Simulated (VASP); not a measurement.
```yaml
crystal:
  lattice:
    - [4.15980, 0.00000, 0.00000]
    - [0.00000, 4.15980, 0.00000]
    - [0.00000, 0.00000, 4.15980]
  atoms:
    - { symbol: Ba, position: [0.00000, 0.00000, 0.00000] }
    - { symbol: Zr, position: [0.50000, 0.50000, 0.50000] }
    - { symbol: O, position: [0.50000, 0.00000, 0.50000] }
    - { symbol: O, position: [0.00000, 0.50000, 0.50000] }
    - { symbol: O, position: [0.50000, 0.50000, 0.00000] }
```

Calculation: LDA (Ceperley-Alder, Perdew-Zunger), VASP's LDA PAW potentials (set 64) (plane waves; VASP). Run with 520 eV cut-off, 5×5×5 Γ-centred mesh, Gaussian smearing of 0.050 eV, potentials Ba_sv Zr_sv O.

Question: Predict the energy per atom (σ→0).

Answer: 
```yaml
energy per atom (σ→0): -9.148 eV/atom
```

The compound is BaZrO3 in the cubic perovskite structure. It was relaxed first. The start is the result of an earlier pass.
